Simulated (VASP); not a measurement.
A convergence study with VASP on NiO (rock salt, AFM-II order): one setting is varied, all else stays as given below, so the limit is that of these other settings.

```yaml
crystal:
  lattice:
    - [4.18000, 2.09000, 2.09000]
    - [2.09000, 4.18000, 2.09000]
    - [2.09000, 2.09000, 4.18000]
  atoms:
    - { symbol: Ni, position: [0.00000, 0.00000, 0.00000], spin: 2.0 }
    - { symbol: Ni, position: [0.50000, 0.50000, 0.50000], spin: -2.0 }
    - { symbol: O, position: [0.25000, 0.25000, 0.25000] }
    - { symbol: O, position: [0.75000, 0.75000, 0.75000] }
```

The numbers are results of PBE GGA, VASP's PBE PAW potentials (set 64) (plane waves; VASP), not measurements. The tightest run used: 700 eV cut-off, 13×13×13 Γ-centred mesh, Gaussian smearing of 0.050 eV, potentials Ni O.

```csv
setting,E (eV/atom),pressure (GPa),irreducible k-points
1×1×1 mesh,-4.9064,-15.19,1
2×2×2 mesh,-5.7977,0.56,4
3×3×3 mesh,-5.8771,0.97,6
4×4×4 mesh,-5.8645,1.77,13
```

Task: These are the cheaper rows. Estimate the results at 13×13×13 mesh, and how far the last row shown lies from them.

Result: 
| quantity | tightest run | last row shown is off by |
|---|---|---|
| E (eV/atom) | -5.8735 | 0.0090 |
| pressure (GPa) | 1.39 | 0.38 |

Left out are rungs that failed or repeat a setting and relaxations that didn't move; long series are thinned to 24 rows.

The compound is NiO in the rock salt, AFM-II order structure. The cell was not relaxed at this level.
